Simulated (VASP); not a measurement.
Pt:

```
CELL_PARAMETERS angstrom
0.00000 1.96090 1.96090
1.96090 0.00000 1.96090
1.96090 1.96090 0.00000
ATOMIC_POSITIONS crystal
Pt 0.00000 0.00000 0.00000
```

| Item | Value |
| --- | --- |
| Program | VASP 6.6.1 |
| Task | relaxation of cell and atoms |
| Functional | PBE |
| Potentials or basis | VASP PAW PBE potentials, release 64 (Pt) |
| Cutoff | 600 eV |
| k mesh | 16 × 16 × 16 |
| Occupations | methfessel-paxton, width 0.1 eV |
| Spin | no spin polarisation |

At the start: pressure 9.4 GPa; volume 15.08 Å³/atom.

Question: How do energy, volume and symmetry change on relaxing?

Answer: Over 4 steps the energy falls by 14.9 meV/atom and the volume is 15.61 Å³/atom (+3.5 %); space group Fm-3m (No. 225, to 0.05 Å).

The path:
```tsv
step	energy change (eV)	largest force (eV/Å)	pressure (GPa)	volume (Å³)
1	0.0000	0.0000	9.45	15.08
2	0.0775	0.0000	-17.81	17.10
3	-0.0149	0.0000	-0.29	15.62
4	-0.0149	0.0000	-0.04	15.61
```

Final structure:
```xyz
1
Lattice="0.0000 1.9835 1.9835 1.9835 0.0000 1.9835 1.9835 1.9835 0.0000" Properties=species:S:1:pos:R:3 pbc="T T T"
Pt    0.0000    0.0000    0.0000
```
